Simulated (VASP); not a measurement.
An input for Quantum ESPRESSO's pw.x (written as the equivalent of a VASP run, and not itself run):

```
&CONTROL
  calculation = 'vc-relax'
  pseudo_dir = './pseudo'
  outdir = './out'
  tprnfor = .true.
  tstress = .true.
  nstep = 60
  forc_conv_thr = 0.00039
/
&SYSTEM
  ibrav = 0
  nat = 2
  ntyp = 2
  ecutwfc = 94
  occupations = 'smearing'
  smearing = 'methfessel-paxton'
  degauss = 0.00735
  input_dft = 'pbesol'
  nspin = 2
  starting_magnetization(1) = 0.15
  starting_magnetization(2) = -0.15
/
&ELECTRONS
  conv_thr = 7.3e-08
  electron_maxstep = 100
/
&IONS
/
&CELL
/
ATOMIC_SPECIES
  Cr1 51.996 Cr.upf
  Cr2 51.996 Cr.upf
CELL_PARAMETERS angstrom
     2.8800000    0.0000000    0.0000000
     0.0000000    2.8800000    0.0000000
     0.0000000    0.0000000    2.8800000
ATOMIC_POSITIONS crystal
  Cr1  0.0000000  0.0000000  0.0000000
  Cr2  0.5000000  0.5000000  0.5000000
K_POINTS automatic
  11 11 11 0 0 0
```

Problem. Translate this input to VASP (INCAR, KPOINTS, POSCAR, choice of POTCAR).

Solution. One answer among several that fit: 
### POSCAR
```
Cr
1
    2.8800000000     0.0000000000     0.0000000000
    0.0000000000     2.8800000000     0.0000000000
    0.0000000000     0.0000000000     2.8800000000
Cr
2
Direct
  0.0000000000   0.0000000000   0.0000000000
  0.5000000000   0.5000000000   0.5000000000
```

INCAR:
```
# general
SYSTEM  = Cr
PREC    = Accurate
ENCUT   = 400   # plane-wave cut-off (eV)
LREAL   = .FALSE.   # projection in real space or not
LASPH   = .TRUE.   # aspherical one-centre terms

# electronic loop
EDIFF   = 1E-6   # SCF stop (eV)
NELM    = 100   # most electronic steps
ALGO    = Normal
LMAXMIX = 4

# smearing
ISMEAR  = 1
SIGMA   = 0.1

# functional
GGA     = PS   # PBEsol

# spin
ISPIN   = 2
MAGMOM  = 1.5 -1.5

# ions
IBRION  = 2
NSW     = 60   # most ionic steps
ISIF    = 3   # ions, shape and volume
EDIFFG  = -0.01

# output
LWAVE   = .FALSE.
LCHARG  = .FALSE.
LORBIT  = 10
```

KPOINTS:
```
Regular mesh
0
G
  11 11 11
0 0 0
```

POTCAR, in this order: Cr_pv (PBE.64 set). Program: vasp_std.

What does not carry over: the potentials are each code's own (VASP's PAW set, PseudoDojo norm-conserving files in pw.x), so ENCUT and ecutwfc are chosen apart and not converted; conv_thr bounds pw.x's estimated SCF error, while EDIFF bounds the energy change between steps; starting_magnetization is a fraction of the valence charge and MAGMOM a moment in μB, so they match only roughly; forc_conv_thr acts on force components and is met together with etot_conv_thr.

The compound is Cr in the bcc, AFM order structure. This run relaxes it. Symmetry was kept, so distortions that lower it aren't found.
